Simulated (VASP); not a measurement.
Data:

```
Cu
1.0
    6.17947     0.00000     0.00000
    0.00000     2.52276     0.00000
    0.00000     0.00000    25.01991
Cu
14
Direct
  0.83333   0.25000   0.31080
  0.16667   0.75000   0.33991
  0.50000   0.25000   0.36902
  0.83333   0.75000   0.39813
  0.16667   0.25000   0.42723
  0.50000   0.75000   0.45634
  0.83333   0.25000   0.48545
  0.16667   0.75000   0.51455
  0.50000   0.25000   0.54366
  0.83333   0.75000   0.57277
  0.16667   0.25000   0.60188
  0.50000   0.75000   0.63098
  0.83333   0.25000   0.66009
  0.16667   0.75000   0.68920
```

Calculation: PBEsol GGA, VASP's PBE PAW potentials (set 64) (plane waves; VASP). Settings: PREC = Normal, EDIFF = 1E-5, 400 eV cut-off, 5×11×1 Γ-centred mesh, first-order Methfessel-Paxton smearing of 0.10 eV, potentials Cu.

### Question
The ions are relaxed. What does this cell relax into?

### Answer

```
Cu
1.0
    6.17947     0.00000     0.00000
    0.00000     2.52276     0.00000
    0.00000     0.00000    25.01991
Cu
14
Direct
  0.83916   0.25000   0.31555
  0.16651   0.75000   0.34054
  0.49625   0.25000   0.36661
  0.82673   0.75000   0.39885
  0.16596   0.25000   0.42709
  0.49826   0.75000   0.45591
  0.83279   0.25000   0.48559
  0.16721   0.75000   0.51441
  0.50174   0.25000   0.54409
  0.83404   0.75000   0.57291
  0.17327   0.25000   0.60115
  0.50375   0.75000   0.63339
  0.83349   0.25000   0.65946
  0.16084   0.75000   0.68445
```

### Question
How much energy does the relaxation gain?

### Answer
The energy (σ→0) changes by -6.0 meV/atom, in 11 ionic steps.

| step | E(σ→0) (eV) | max force (eV/Å) | pressure (GPa) | volume (Å³) |
|---|---|---|---|---|
| 1 | -56.6681 | 0.521 | -1.73 | 390.04 |
| 2 | -56.7029 | 0.381 | -1.86 | 390.04 |
| 3 | -56.7292 | 0.233 | -1.71 | 390.04 |
| 4 | -56.7402 | 0.147 | -1.62 | 390.04 |
| 5 | -56.7452 | 0.115 | -1.52 | 390.04 |
| 6 | -56.7489 | 0.078 | -1.42 | 390.04 |
| 7 | -56.7491 | 0.109 | -1.41 | 390.04 |
| 8 | -56.7503 | 0.062 | -1.33 | 390.04 |
| 9 | -56.7516 | 0.035 | -1.33 | 390.04 |
| 10 | -56.7518 | 0.034 | -1.26 | 390.04 |
| 11 | -56.7522 | 0.018 | -1.27 | 390.04 |

The cell is a thin slab with vacuum, built from Cu (fcc): (211) face.
